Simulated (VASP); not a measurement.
Input:

```
TiN
1.0
    0.00000     2.08811     2.08811
    2.08811     0.00000     2.08811
    2.08811     2.08811     0.00000
Ti N
1 1
Direct
  0.00000   0.00000   0.00000
  0.50000   0.50000   0.50000
```

Level of theory: LDA (Ceperley-Alder, Perdew-Zunger), VASP's LDA PAW potentials (set 64) (plane waves; VASP 6.6.1). Settings: 520 eV cut-off, Gaussian smearing of 0.050 eV, potentials Ti_sv N.

Task: Give the energies of bands 6 to 11 at the high-symmetry points, in eV from the Fermi level.

Result: 
```csv
band,Γ,X,U,L,W
6,-2.06,-5.87,-5.99,-8.35,-5.58
7,-2.06,-3.31,-5.80,-5.72,-5.58
8,-2.06,-3.25,-4.60,-5.72,-5.55
9,-0.69,-3.25,-0.50,1.81,0.98
10,-0.69,1.75,2.13,1.81,0.98
11,-0.69,2.58,2.49,2.55,2.58
```

It has no gap at this level: it comes out as a metal or semimetal.

The compound is TiN in the rock salt structure. It was relaxed first. The electron count is odd and the run is not spin-polarised, which forces a metal.
